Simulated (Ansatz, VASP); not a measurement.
## Ge: VASP beside Ansatz

Wanted: the spread between two codes on one cell, functional and k mesh. The structure shown is the end of the Ansatz relaxation below.

Method: plane waves, with VASP 6.6.1 beside it; single point at PBEsol, in Ansatz 0.2.0.

### Step 1. Set-up

Symmetry: I4_1/amd, No. 141, tetragonal system. The conventional cell has a = 3.893 Å, b = 3.893 Å, c = 5.791 Å, α = 90.00°, β = 90.00°, γ = 90.00°. Ge has 4 Ge at 2.43 Å nearest.

### Step 2. Ansatz: relaxation, PBEsol

Ansatz runs on its PAW soft_1 files.

This run makes the geometry at which the two programs are then compared.

input.yaml

```yaml
crystal:
  lattice:
    - [3.89288063, 0.0, 0.0]
    - [0.0, 3.89288063, 0.0]
    - [0.0, 0.0, 5.777795412]
  atoms:
    - { symbol: Ge, position: [0.0, 0.0, 0.5] }
    - { symbol: Ge, position: [0.5, 0.0, 0.75] }
    - { symbol: Ge, position: [0.5, 0.5, 0.0] }
    - { symbol: Ge, position: [0.0, 0.5, 0.25] }
kpoints:
  mp_grid: { grid: [7, 7, 5] }
scf:
  occupations: { method: fermi_dirac, width: 0.02 }
hamiltonian:
  xc: pbesol
  pseudopotentials: { kind: paw, azcp: { folder: soft_1 }, xc_functional: pbe }
basis:
  ecutwfc: 600
output:
  forces: true
  stress: true
relax:
  f_tol: 0.005
  max_steps: 70
  cell: { stress_tol: 0.02, p_target: 0, fix: [a, b, alpha, beta, gamma] }
```

Started as:

```bash
> ansatz run input.yaml --threads 8 --pin off --max-ram 18432MiB --backend cpu --events-out ev --progress --plain --runs-dir out
```

Numbers of over 12 decimals in the logs are rounded to 6 here.

The log of the run:

```text
Engine: ansatz 0.2.0, aarch64-unknown-linux-gnu
Pseudopotentials: kind: paw
Pseudopotential: Ge, paw, valence charge 14, recommended cutoff 420 eV (normal), soft_1/Ge.paw.azcp
Functional definition: PBEsol
  exchange = pbesol_x
  correlation = pbesol_c
Crystal: 4 atoms, lattice volume = 87.560 Å³
Basis set: ecut = 600 eV, 2911 PW (Γ), exchange–correlation on 64×64×96 points (8 copies of the dense FFT grid, shifted against one another)
Bands: 34, of which v1, the nominal top of the filled ones, is band 28 counted from 1 (27 counted from 0)
Symmetry: 32 space group operations
Space group: I41/amd (ITA 141), of the structure as read, at distance tolerance 4.4e-5 Å
k-points: 30 of 245
Non-local potential: Ge, projectors of the file, l = 0: 2, l = 1: 2, l = 2: 3, l = 3: 1
PAW form: soft (Blöchl's): semilocal exchange-correlation on the pseudo side does not see the compensation charge
PAW frozen core: Ge, regenerated for the run's functional, and the local potential with it (the file was generated under x = pbe(κ = 0.804, μ = 0.219515), c = pbe(β = 0.066725))
PAW one-centre angular grid: Ge, 590 points (default); XC on 64 Gauss nodes
Initial density: superposition of atomic densities (chi_scale 0.1, normalization cell)
Initial wavefunctions: pseudopotential atomic-orbital guess
Functional: x = pbesol(κ = 0.804, μ = 0.123457), c = pbesol(β = 0.046)
SCF iter   1: F=—  HF=-17014.080024 eV  |F-HF|=—  |Δ(HF+E_count)|=         —  Δρ=3.69e-2  dr2=9.49e-1  ethr=3.10e-3  ⟨swp⟩=6.5  Hψ=3847  notcnv=0
preconditioner: auto → Resta (q_TF=auto, 2.532 Å⁻¹)  ε∞=2.7  [insulator: Δε(μ)=0.084 eV  Ē_g=22.596 eV  σ=0.020 eV  W_gap=0.77  n_scr=28 (ndim 8)  ℏωp=29.7 eV  f_vac=0.000  D(μ)=0.11/eV (n_scr^D=0)  ε∞_Penn≈2.7]
SCF iter   2: F=—  HF=-17013.985344 eV  |F-HF|=—  |Δ(HF+E_count)|=   9.47e-2  Δρ=2.17e-2  dr2=3.46e-1  ethr=1.69e-3  ⟨swp⟩=1.9  Hψ=1355  notcnv=0  defer=42
SCF iter   3: F=—  HF=-17013.925685 eV  |F-HF|=—  |Δ(HF+E_count)|=   5.97e-2  Δρ=1.73e-3  dr2=1.92e-3  ethr=6.17e-4  ⟨swp⟩=2.0  Hψ=1339  notcnv=0  defer=50
SCF iter   4: F=—  HF=-17013.926557 eV  |F-HF|=—  |Δ(HF+E_count)|=   8.72e-4  Δρ=9.92e-4  dr2=7.23e-4  ethr=3.43e-6  ⟨swp⟩=2.0  Hψ=1932  notcnv=0  defer=50
SCF iter   5: F=—  HF=-17013.927031 eV  |F-HF|=—  |Δ(HF+E_count)|=   4.74e-4  Δρ=3.24e-4  dr2=1.14e-4  ethr=1.29e-6  ⟨swp⟩=2.0  Hψ=1808  notcnv=0  defer=50
SCF iter   6: F=—  HF=-17013.927177 eV  |F-HF|=—  |Δ(HF+E_count)|=   1.46e-4  Δρ=8.54e-5  dr2=9.31e-6  ethr=2.03e-7  ⟨swp⟩=2.0  Hψ=1211  notcnv=0  defer=50
SCF iter   7: F=—  HF=-17013.927193 eV  |F-HF|=—  |Δ(HF+E_count)|=   1.63e-5  Δρ=1.32e-5  dr2=2.10e-7  ethr=1.66e-8  ⟨swp⟩=2.0  Hψ=1220  notcnv=0  defer=50
SCF iter   8: F=-17013.927194 eV  HF=-17013.927194 eV  |F-HF|=2.03e-9  |Δ(HF+E_count)|=   2.77e-7  Δρ=1.12e-6  dr2=1.00e-9  ethr=1.79e-10  ⟨swp⟩=4.1  Hψ=3468  notcnv=0
SCF 1 converged in 8 iterations: F = -17013.927194 eV  dr2 = 1.00e-9
  greatest PAW one-centre occupation: 0.998 electrons in one spin orbital (limit 2), on the Ge atom at site 3 (counted from 0), in its partial waves of l = 2
relax step   1: F+E_penalty+E_count = -17013.92719370 eV  Δ(F+E_penalty+E_count) = +0.000e0 eV  max|allowed force component| = 2.949e-17 eV/Å  Δτ_max = 0.0000 Å  P = +3.129 GPa  Ω = 87.560 Å³  fix = [a, b, alpha, beta, gamma]  reactions: a +4.527, b +4.527 GPa  (8 SCF iters, dr2 threshold 1.00e-7 eV, accepted)
[...]
relax step   2: F+E_penalty+E_count = -17013.92741435 eV  Δ(F+E_penalty+E_count) = -2.207e-4 eV  max|allowed force component| = 1.041e-17 eV/Å  Δτ_max = 0.0000 Å  P = +2.938 GPa  Ω = 87.767 Å³  energy of the carried Pulay correction = -2.284e-6 eV  fix = [a, b, alpha, beta, gamma]  reactions: a +4.401, b +4.401 GPa  (4 SCF iters, dr2 threshold 2.79e-7 eV, accepted)
[...]
relax step   3: F+E_penalty+E_count = -17013.92741643 eV  Δ(F+E_penalty+E_count) = -2.079e-6 eV  max|allowed force component| = 2.342e-17 eV/Å  Δτ_max = 0.0000 Å  P = +2.938 GPa  Ω = 87.767 Å³  fix = [a, b, alpha, beta, gamma]  reactions: a +4.401, b +4.401 GPa  stress off target by 1.24e-2 GPa on what of the cell is left free  SCF on the basis re-selected at this cell (its energy is not comparable with the rows above)  (6 SCF iters)
basis re-selected at this cell: Δ(F+E_penalty+E_count) = -2.079e-6 eV, ΔP = +0.000 GPa vs the last step (what re-selecting the basis moved, of the pressure what is left beyond the Pulay correction that the steps carried, after the strain that the cell walked since its last selection, with what the two solves' SCF thresholds leave and, on support functions, any second-order correction that the steps lacked; it is no m [...]
SCF converged after 6 iterations
Free energy (F): -17013.927416 eV
Harris-Foulkes:  -17013.927416 eV  (|F-HF|=0.00e0)
Internal energy: -17013.927084 eV  (E = F + TS)
E sigma→0 (E₀):  -17013.927250 eV
Entropy (-TS):   -0.000333 eV (-0.083 meV/atom)
Fermi energy:    9.012870 eV
--- Per-component energies (eV) ---
  E_band       = -586.999242
  E_kinetic    = 373.483031
  E_local      = -8913.859449  (includes V_loc(G=0)·N_el)
  E_nonlocal   = 878.969287
  E_hartree    = 4252.553421
  E_xc         = -285.317541
  E_vxc        = -261.910322  (∫ρ·V_xc dr)
  E_paw        = -7890.700393  (= ΣΔE_a)
  E_vpaw       = -1168.788600  (= ΣTr[D̂ρ^β])
  E_aug_tail   = 0.000003  (compensation charges beyond the density's cutoff)
  E_ewald      = -5432.727193
  E_core_change = 3.671751  (= ΣΔE_core)
  E_smearing   = -0.000333  (= −TS)
  E_closure    = -0.000000  (closes the sum)
  Σ components = -17013.927416   (vs F -17013.927416, Δ=0.00e0)
--- Forces (eV/Å), atoms counted from 1 ---
  atom   1  Ge     0.00000000    -0.00000000     0.00000000
  atom   2  Ge     0.00000000     0.00000000     0.00000000
  atom   3  Ge     0.00000000     0.00000000     0.00000000
  atom   4  Ge     0.00000000     0.00000000    -0.00000000
  max |Σ_I F_I| component: 5.20e-17 eV/Å
--- Stress (GPa, compression-positive) ---
        4.400694       0.000000       0.000000
        0.000000       4.400694       0.000000
        0.000000       0.000000       0.012372
  P = ⅓ Tr σ = 2.9379 GPa (29.379 kbar)
--- Relaxed structure (2 steps of the walk, 2 accepted, 1 SCFs on fresh bases) ---
  F+E_penalty+E_count = -17013.92741643 eV   max|allowed force component| = 2.342e-17 eV/Å   (the final SCF, on the basis selected at the relaxed cell)
  cell:  # Å, volume = 87.7671 Å³
    - [3.89288063, 0, 0.0]
    - [0, 3.89288063, 0.0]
    - [0.0, 0.0, 5.791478]
  atoms:
    - { symbol: Ge, position: [0, 0, 0.500000] }
    - { symbol: Ge, position: [0.5, 0, 0.75] }
    - { symbol: Ge, position: [0.5, 0.5, 0] }
    - { symbol: Ge, position: [0, 0.5, 0.250000] }
```

### Step 3. VASP: single point, PBEsol, pair 1

The same cell, functional, mesh and smearing now go to VASP, with its own data sets.

Lines of VASP's logs that name or quote its potential files are left out, and so is its time.

INCAR

```
SYSTEM = Ge
PREC = Accurate
ENCUT = 500
EDIFF = 1E-06
NELM = 120
ISMEAR = -1
SIGMA = 0.02
LREAL = .FALSE.
ALGO = Normal
GGA = PS
NBANDS = 34
LORBIT = 11
LWAVE = .FALSE.
LCHARG = .FALSE.
ISIF = 2
LASPH = .TRUE.
GGA_COMPAT = .FALSE.
EFERMI = MIDGAP
KPAR = 2
```

POSCAR

```
Ge
1.0
    3.8928806300      0.0000000000      0.0000000000
    0.0000000000      3.8928806300      0.0000000000
    0.0000000000      0.0000000000      5.7914780556
Ge
4
Direct
    0.0000000000      0.0000000000      0.5000000000
    0.5000000000      0.0000000000      0.7500000000
    0.5000000000      0.5000000000      0.0000000000
    0.0000000000      0.5000000000      0.2500000000
```

KPOINTS

```
Automatic mesh
0
Gamma
7 7 5
0 0 0
```

Potentials, in the order of the species: Ge_d (PBE family, release 64).

Started as:

```bash
> mpirun -np 2 vasp_std
```

The log of the run:

```text
[banner, memory and clock lines left out]
running    2 mpi-ranks, on    1 nodes
 distrk:  each k-point on    1 cores,    2 groups
 distr:  one band on    1 cores,    1 groups

 POSCAR found type information on POSCAR Ge
 POSCAR found :  1 types and       4 ions
|                                                                             |
|               ----> ADVICE to this user running VASP <----                  |
|                                                                             |
|     You enforced a specific xc type in the INCAR file but a different       |
|     [... a line on the potential file left out ...]
|     I HOPE YOU KNOW WHAT YOU ARE DOING!                                     |
|                                                                             |

 LDA part: xc-table for (Slater+PW92), standard interpolation
 POSCAR, INCAR and KPOINTS ok, starting setup
 FFT: planning ... GRIDC
 FFT: planning ... GRID_SOFT
 FFT: planning ... GRID
 WAVECAR not read
 entering main loop
       N       E                     dE             d eps       ncg     rms          rms(c)
DAV:   1     0.475834419449E+03    0.47583E+03   -0.28184E+04  2344   0.450E+03
DAV:   2     0.615657556972E+02   -0.41427E+03   -0.40658E+03  2040   0.786E+02
DAV:   3    -0.157469851530E+02   -0.77313E+02   -0.76071E+02  2250   0.211E+02
DAV:   4    -0.199099327258E+02   -0.41629E+01   -0.41511E+01  2420   0.576E+01
DAV:   5    -0.199915765975E+02   -0.81644E-01   -0.81617E-01  2282   0.904E+00    0.483E+00
DAV:   6    -0.197648726745E+02    0.22670E+00   -0.10922E-01  2412   0.297E+00    0.274E+00
DAV:   7    -0.196570476565E+02    0.10783E+00   -0.16091E-01  2168   0.294E+00    0.208E-01
DAV:   8    -0.196594159429E+02   -0.23683E-02   -0.16732E-02  2338   0.137E+00    0.105E-01
DAV:   9    -0.196598478968E+02   -0.43195E-03   -0.46269E-04  2416   0.146E-01    0.244E-02
DAV:  10    -0.196598603336E+02   -0.12437E-04   -0.73352E-05  2626   0.125E-01    0.877E-03
DAV:  11    -0.196598634951E+02   -0.31616E-05   -0.48677E-06  1806   0.163E-02    0.230E-03
DAV:  12    -0.196598640041E+02   -0.50900E-06   -0.78577E-07  1310   0.812E-03
   1 F= -.19659864E+02 E0= -.19659713E+02  d E =-.301274E-03
```

Parts of OUTCAR (step 3):

```text
ion  position               nearest neighbor table
   1  0.000  0.000  0.500-   2 2.43   4 2.43   4 2.43   2 2.43
   2  0.500  0.000  0.750-   1 2.43   3 2.43   3 2.43   1 2.43
   3  0.500  0.500  0.000-   2 2.43   4 2.43   2 2.43   4 2.43
   4  0.000  0.500  0.250-   1 2.43   3 2.43   1 2.43   3 2.43

  LATTYP: Found a simple tetragonal cell.
 ALAT       =     3.8928806300
 C/A-ratio  =     1.4877101576

 Subroutine GETGRP returns: Found 16 space group operations
 (whereof  8 operations were pure point group operations)

The static configuration has the point symmetry D_2d.
 The point group associated with its full space group is D_4h.

 Found     30 irreducible k-points:

   k-points           NKPTS =     30   k-points in BZ     NKDIM =     30   number of bands    NBANDS=     34

   dimension x,y,z NGX =    28 NGY =   28 NGZ =   42
   dimension x,y,z NGXF=    56 NGYF=   56 NGZF=   84

   ENCUT  =  500.0 eV  36.75 Ry    6.06 a.u.   7.10  7.10 10.56*2*pi/ulx,y,z

   NELECT =      56.0000    total number of electrons

 k-points in reciprocal lattice and weights: Automatic mesh
   0.00000000  0.00000000  0.00000000       0.004
   0.14285714  0.00000000  0.00000000       0.016
   0.28571429  0.00000000  0.00000000       0.016
   0.42857143  0.00000000  0.00000000       0.016
   0.14285714  0.14285714  0.00000000       0.016
   0.28571429  0.14285714  0.00000000       0.033
   0.42857143  0.14285714  0.00000000       0.033
   0.28571429  0.28571429  0.00000000       0.016
   0.42857143  0.28571429  0.00000000       0.033
[...]
0.42857143  0.28571429  0.40000000       0.065
   0.42857143  0.42857143  0.40000000       0.033

 average (electrostatic) potential at core
       1 -73.8855       2 -73.8855       3 -73.8855       4 -73.8855

 E-fermi :   5.3573

 k-point     1 :       0.0000    0.0000    0.0000
  band No.  band energies     occupation
    ...
     24       2.2285      2.00000
     25       2.2285      2.00000
     26       4.8906      2.00000
     27       5.3160      1.77489
     28       5.3160      1.77489
     29       5.4286      0.05501
     30       6.0828      0.00000
     31       6.0828      0.00000
     32       7.6515      0.00000
     33       7.6515      0.00000
    ...

 k-point     2 :       0.1429    0.0000    0.0000
  band No.  band energies     occupation
    ...
     24       1.3626      2.00000
     25       2.3846      2.00000
     26       3.1659      2.00000
     27       4.1952      2.00000
     28       5.2169      1.99821
     29       6.2350      0.00000
     30       6.6595      0.00000
     31       7.5974      0.00000
     32       7.7922      0.00000
     33       7.8485      0.00000
    ...

 k-point     3 :       0.2857    0.0000    0.0000
  band No.  band energies     occupation
    ...
     24       0.4984      2.00000
     25       1.0428      2.00000
     26       2.7965      2.00000
     27       2.8322      2.00000
     28       4.8697      2.00000
     29       6.6628      0.00000
     30       7.1902      0.00000
     31       8.3704      0.00000
     32       8.4355      0.00000
     33      10.3562      0.00000
    ...

  Total        2.3160967      2.3160967     -0.0923896      0.0000000      0.0000000      0.0000000
  in kB       42.2800691     42.2800691     -1.6865608      0.0000000      0.0000000      0.0000000
  external PRESSURE =      27.6245258 kB  Pullay stress =       0.0000000 kB

  energy-cutoff  :      500.00
  volume of cell :       87.77
      direct lattice vectors                 reciprocal lattice vectors
     3.892880630  0.000000000  0.000000000     0.256879184  0.000000000  0.000000000
     0.000000000  3.892880630  0.000000000     0.000000000  0.256879184  0.000000000
     0.000000000  0.000000000  5.791478056     0.000000000  0.000000000  0.172667494

 POSITION                                       TOTAL-FORCE (eV/Angst)
 -----------------------------------------------------------------------------------
      0.00000      0.00000      2.89574         0.000000      0.000000      0.000000
      1.94644      0.00000      4.34361        -0.000000     -0.000000     -0.000000
      1.94644      1.94644      0.00000         0.000000      0.000000      0.000000
      0.00000      1.94644      1.44787         0.000000     -0.000000     -0.000000
 -----------------------------------------------------------------------------------
    total drift:                                0.000000      0.000000      0.000000

  FREE ENERGIE OF THE ION-ELECTRON SYSTEM (eV)
  ---------------------------------------------------
  free  energy   TOTEN  =       -19.6598640041 eV

  energy  without entropy=      -19.6595627301  energy(sigma->0) =      -19.65971337

 total charge
# of ion       s       p       d       tot
------------------------------------------
    1        1.125   1.292  10.029  12.446
    2        1.125   1.292  10.029  12.446
    3        1.125   1.292  10.029  12.446
    4        1.125   1.292  10.029  12.446
--------------------------------------------------
tot          4.499   5.166  40.117  49.782

[... 3 further parts left out ...]
```

The run ends at a pressure of 2.76 GPa.

### Step 4. Differences

Known differences besides the potentials themselves: the cutoff is 600 eV in Ansatz and 500 eV in VASP; Ansatz makes its cores anew for this functional, VASP keeps those of its PBE data sets; Ansatz's pressure holds a Pulay correction, VASP's none. Total energies have different zeros and are not compared.

The two programs side by side:

```csv
quantity,Ansatz,VASP,difference
pressure (GPa),2.94,2.76,+0.18
gap on the k mesh (eV),0.102,0.113,-0.010
```

A gap on the mesh is an upper bound, since the band edges may lie between its points.

### Step 5. Ansatz: relaxation, PBEsol

This run makes the geometry at which the two programs are then compared. The cell compared in this pair holds 88.95 Å³, against 87.77 Å³ for the pair before.

The structure compared here is the end of the Ansatz relaxation.

Changes to input.yaml since step 2:

```diff
@@ -2,5 +2,5 @@
   lattice:
-    - [3.89288063, 0.0, 0.0]
-    - [0.0, 3.89288063, 0.0]
-    - [0.0, 0.0, 5.777795412]
+    - [3.93301342, 0.0, 0.0]
+    - [0.0, 3.93301342, 0.0]
+    - [0.0, 0.0, 5.743741608]
   atoms:
```

Started as:

```bash
> ansatz run input.yaml --threads 8 --pin off --max-ram 18432MiB --backend cpu --events-out ev --progress --plain --runs-dir out
```

The log of the run:

```text
[...]
Crystal: 4 atoms, lattice volume = 88.848 Å³
Basis set: ecut = 600 eV, 2919 PW (Γ), exchange–correlation on 64×64×96 points (8 copies of the dense FFT grid, shifted against one another)
Bands: 34, of which v1, the nominal top of the filled ones, is band 28 counted from 1 (27 counted from 0)
Symmetry: 32 space group operations
[...]
k-points: 30 of 245
[...]
0.000000       0.000000       0.014615
  P = ⅓ Tr σ = 1.9218 GPa (19.218 kbar)
--- Relaxed structure (2 steps of the walk, 2 accepted, 1 SCFs on fresh bases) ---
[...]
cell:  # Å, volume = 88.9545 Å³
    - [3.93301342, 0, 0.0]
    - [0, 3.93301342, 0.0]
    - [0.0, 0.0, 5.750650]
  atoms:
    - { symbol: Ge, position: [0, 0, 0.500000] }
    - { symbol: Ge, position: [0.5, 0, 0.750000] }
    - { symbol: Ge, position: [0.5, 0.5, 0] }
    - { symbol: Ge, position: [0, 0.5, 0.250000] }
[key lines of the parts left out:]
SCF converged after 6 iterations
Free energy (F): -17013.968410 eV
Fermi energy:    8.771451 eV
```

### Step 6. VASP: single point, PBEsol, pair 2

The same cell, functional, mesh and smearing now go to VASP, with its own data sets.

Changes to INCAR since step 3:

```diff
@@ -17,3 +17,2 @@
 GGA_COMPAT = .FALSE.
-EFERMI = MIDGAP
 KPAR = 2
```

POSCAR

```
Ge
1.0
    3.9330134200      0.0000000000      0.0000000000
    0.0000000000      3.9330134200      0.0000000000
    0.0000000000      0.0000000000      5.7506502660
Ge
4
Direct
    0.0000000000      0.0000000000      0.5000000000
    0.5000000000      0.0000000000      0.7500000000
    0.5000000000      0.5000000000      0.0000000000
    0.0000000000      0.5000000000      0.2500000000
```

KPOINTS is that of step 3.

Started as:

```bash
> mpirun -np 2 vasp_std
```

The log of the run:

```text
[banner, memory and clock lines left out]
running    2 mpi-ranks, on    1 nodes
[...]
[... a notice as in an earlier step ...]

 LDA part: xc-table for (Slater+PW92), standard interpolation
 POSCAR, INCAR and KPOINTS ok, starting setup
[...]
entering main loop
       N       E                     dE             d eps       ncg     rms          rms(c)
DAV:   1     0.470762972918E+03    0.47076E+03   -0.28424E+04  2338   0.448E+03
DAV:   2     0.593880211420E+02   -0.41137E+03   -0.40375E+03  2040   0.778E+02
DAV:   3    -0.161102659473E+02   -0.75498E+02   -0.74814E+02  2284   0.208E+02
DAV:   4    -0.199422407636E+02   -0.38320E+01   -0.38215E+01  2396   0.560E+01
[...]
DAV:  10    -0.197004613887E+02   -0.18671E-04   -0.75409E-05  2610   0.123E-01    0.801E-03
DAV:  11    -0.197004646165E+02   -0.32279E-05   -0.56797E-06  1836   0.169E-02    0.229E-03
DAV:  12    -0.197004649873E+02   -0.37078E-06   -0.53109E-07  1396   0.706E-03
   1 F= -.19700465E+02 E0= -.19700336E+02  d E =-.258609E-03
```

(Continued in part 2 of 2.)

[Lines on the potential files, build, host, timing and source positions are cut from VASP's logs without a mark.]

[Logs are printed without paths, hosts, clocks, repeated set-up lines and the standing remarks that a program may print on its own settings, such as how far it seeks lower states.]

[Hosts, paths, dates, database ids (printed as entryN), source tags and the programs' standing remarks are cut or masked in the printed files.]
